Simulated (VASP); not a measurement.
Input:

```
CELL_PARAMETERS angstrom
      0.00000     3.21649     3.21649
      3.21649     0.00000     3.21649
      3.21649     3.21649     0.00000
ATOMIC_POSITIONS crystal
  Na 0.00000 0.00000 0.00000
  I  0.50000 0.50000 0.50000
```

All values below come from SCAN meta-GGA, VASP's PBE PAW potentials (set 64) (plane waves; VASP). Run with 520 eV cut-off, 7×7×7 Γ-centred mesh, Gaussian smearing of 0.050 eV, potentials Na_pv I.

Unless said otherwise, spin-orbit coupling is left out, though it shifts the bands of the heavy elements here.

Question: Predict the energy per atom (σ→0), band gap (on the k-mesh) with the smallest direct gap where there is one.

Answer: 
- band gap (on the k-mesh) = 4.44 eV
- smallest direct gap (on the k-mesh) = 4.44 eV
- energy per atom (σ→0) = -21.898 eV/atom

Total energies compare only between runs with the same potentials, cut-off and functional.

The compound is NaI in the rock salt structure. It was relaxed first.
